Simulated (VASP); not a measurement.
All values below come from r2SCAN meta-GGA, VASP's PBE PAW potentials (set 64) (plane waves; VASP).

VASP ran on this input.

**INCAR**
```
ALGO  =  Normal
EDIFF  =  1E-6
EDIFFG  =  -0.02
ENCUT  =  400
IBRION  =  2
ISIF  =  3
ISMEAR  =  1
LASPH  =  T
LCHARG  =  F
LMAXMIX  =  6
LMIXTAU  =  T
LREAL  =  F
LWAVE  =  F
METAGGA  =  R2SCAN
NELM  =  100
NSW  =  60
PREC  =  Accurate
SIGMA  =  0.1
SYSTEM  =  Eu(AlGe)2
```

File POSCAR:
```
Eu(AlGe)2
1.0
  4.1800302258   0.0000000000   0.0000000000
 -2.0900151129   3.6200125268   0.0000000000
  0.0000000000   0.0000000000   7.1899810110
Eu Al Ge
1 2 2
Cart
  4.1800302258   0.0000000000   0.0000000000
  2.0900172029   1.2066696356   2.6812489431
 -0.0000020900   2.4133428912   4.5087320679
  2.0900172029   1.2066696356   5.3033699283
 -0.0000020900   2.4133428912   1.8866110827
```

KPOINTS:
```
K-points
0
G
  8 8 4
0 0 0
```

POTCAR, in this order: Eu_2 Al Ge_d (PBE.64 set). Program: vasp_std.

The resulting files:

**OSZICAR**
```
       N       E                     dE             d eps       ncg     rms          rms(c)
DAV:   1     0.253735823708E+03    0.25374E+03   -0.18249E+04  1852   0.274E+03
DAV:   2    -0.268464240143E+02   -0.28058E+03   -0.27706E+03  2070   0.650E+02
DAV:   3    -0.728323206935E+02   -0.45986E+02   -0.44736E+02  2484   0.174E+02
DAV:   4    -0.748641789625E+02   -0.20319E+01   -0.20211E+01  2300   0.424E+01
DAV:   5    -0.749624670914E+02   -0.98288E-01   -0.98257E-01  2820   0.993E+00    0.173E+01
DAV:   6    -0.728753375787E+02    0.20871E+01   -0.13829E+00  2388   0.100E+01    0.896E+00
DAV:   7    -0.695133440881E+02    0.33620E+01   -0.95860E-01  2251   0.755E+00    0.110E+00
DAV:   8    -0.713184490433E+02   -0.18051E+01   -0.10356E+00  1887   0.595E+00    0.144E+00
DAV:   9    -0.713659463702E+02   -0.47497E-01   -0.92420E-02  2511   0.224E+00    0.522E-01
DAV:  10    -0.714559559563E+02   -0.90010E-01   -0.38324E-02  2123   0.179E+00    0.464E-01
DAV:  11    -0.713583366666E+02    0.97619E-01   -0.33026E-02  2041   0.151E+00    0.182E-01
DAV:  12    -0.713652698648E+02   -0.69332E-02   -0.45576E-03  2425   0.467E-01    0.169E-01
DAV:  13    -0.713679746489E+02   -0.27048E-02   -0.68186E-04  2203   0.219E-01    0.200E-01
DAV:  14    -0.713671774346E+02    0.79721E-03   -0.25682E-03  2116   0.413E-01    0.887E-02
DAV:  15    -0.713676597737E+02   -0.48234E-03   -0.10780E-03  2540   0.278E-01    0.732E-02
DAV:  16    -0.713676145234E+02    0.45250E-04   -0.61333E-05  2060   0.657E-02    0.597E-02
DAV:  17    -0.713676204543E+02   -0.59309E-05   -0.44978E-06  2118   0.184E-02    0.541E-02
DAV:  18    -0.713675955654E+02    0.24889E-04   -0.10258E-05  2060   0.234E-02    0.344E-02
DAV:  19    -0.713676165549E+02   -0.20990E-04   -0.38137E-05  2124   0.420E-02    0.577E-03
DAV:  20    -0.713675967511E+02    0.19804E-04   -0.40655E-06  1611   0.187E-02    0.659E-03
DAV:  21    -0.713675982060E+02   -0.14549E-05   -0.18660E-07  1064   0.623E-03    0.535E-03
DAV:  22    -0.713675991209E+02   -0.91493E-06   -0.68585E-07  1138   0.856E-03
   1 F= -.71367599E+02 E0= -.71367818E+02  d E =-.713676E+02
```

### OUTCAR
```
------------------------ aborting loop because EDIFF is reached ----------------------------------------
  FORCE on cell =-STRESS in cart. coord.  units (eV):
  Direction    XX          YY          ZZ          XY          YZ          ZX
  --------------------------------------------------------------------------------------
  Total       -0.0281567     -0.0281567     -0.0231949     -0.0000000      0.0000000      0.0000000
  in kB       -0.4146438     -0.4146438     -0.3415745     -0.0000000      0.0000000      0.0000000
  external PRESSURE =      -0.3902874 kB  Pullay stress =       0.0000000 kB
  volume of cell :      108.80
      direct lattice vectors                 reciprocal lattice vectors
     4.180030226  0.000000000  0.000000000     0.239232720  0.138121069  0.000000000
    -2.090015113  3.620012527  0.000000000     0.000000000  0.276242138  0.000000000
     0.000000000  0.000000000  7.189981011     0.000000000  0.000000000  0.139082426
 POSITION                                       TOTAL-FORCE (eV/Angst)
 -----------------------------------------------------------------------------------
      0.00000      0.00000      0.00000         0.000000      0.000000      0.000000
      2.09002      1.20667      2.68125         0.000000     -0.000000      0.013953
     -0.00000      2.41334      4.50873         0.000000      0.000000     -0.013953
      2.09002      1.20667      5.30337         0.000000      0.000000      0.005445
     -0.00000      2.41334      1.88661        -0.000000      0.000000     -0.005445
 -----------------------------------------------------------------------------------
    total drift:                                0.000000     -0.000000      0.000000
  FREE ENERGIE OF THE ION-ELECTRON SYSTEM (eV)
  ---------------------------------------------------
  free  energy   TOTEN  =       -71.3675991209 eV

  energy  without entropy=      -71.3682569571  energy(sigma->0) =      -71.36781840

 reached required accuracy - stopping structural energy minimisation
```
(Selected blocks of OUTCAR.)

The 4f electrons are frozen in the core of the lanthanide potential, so 4f levels, which can set the real gap, and their magnetism are missing.

The structure comes from a computed database's Al2EuGe2 entry (P-3m1); how it stands against other phases isn't given here. It was relaxed first. The start is the result of an earlier pass.
